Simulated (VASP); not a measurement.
Wanted: the native input for a VASP 6.6.1 run.

| Item | Value |
| --- | --- |
| Task | single point |
| Functional | PBE |
| Potentials or basis | VASP PAW PBE potentials, release 64 (H, Pt, Br) |
| Cutoff | 520 eV |
| k mesh | 4 × 4 × 4 |
| Occupations | gaussian, width 0.1 eV |
| Spin | no spin polarisation |
| Dipole correction | no |
| Further INCAR settings | ALGO = Normal; EDIFF = 1e-06; NBANDS = 24 |

The structure of HPtBr3 lies in POSCAR:

```
HPtBr3
1.0
    4.5992933587      0.0000000000      0.0000000000
    0.0000000000      4.5992933587      0.0000000000
    0.0000000000      0.0000000000      4.5992933587
H Pt Br
1 1 3
Direct
    0.0000000000      0.0000000000      0.0000000000
    0.5000000000      0.5000000000      0.5000000000
    0.5000000000      0.0000000000      0.0000000000
    0.0000000000      0.5000000000      0.0000000000
    0.0000000000      0.0000000000      0.5000000000
```

The cell was built by a generator and needn't be a form met in nature.

The cell isn't the ideal one: species swapped into the EuHfO3 type (Pm-3m, No. 221).

These files were run (other wordings do the same):

INCAR

```
SYSTEM = HPtBr3
ALGO = Normal
EDIFF = 1E-6
ENCUT = 520
GGA = PE
ISIF = 2
ISMEAR = 0
LASPH = .TRUE.
LCHARG = .TRUE.
LELF = .TRUE.
LREAL = .FALSE.
LVHAR = .TRUE.
LWAVE = .FALSE.
NBANDS = 24
NELM = 60
PREC = Accurate
SIGMA = 0.1
```

KPOINTS

```
k-points
0
G
  4 4 4
  0 0 0
```

Potentials or basis: VASP PAW PBE potentials, release 64 (H, Pt, Br).

Launch:

```console
$ cat potpaw_PBE.64/H/POTCAR potpaw_PBE.64/Pt/POTCAR potpaw_PBE.64/Br/POTCAR > POTCAR
$ mpirun -np 1 vasp_std > vasp.out
```

Results of the run:

```
Pressure               : -0.4 GPa
Band gap on the k mesh : none (metal or under the smearing width)
```

Run time: 35 s on 1 thread of Intel(R) Xeon(R) Platinum 8488C (Sapphire Rapids) (shared host), peak memory 0.21 GiB.
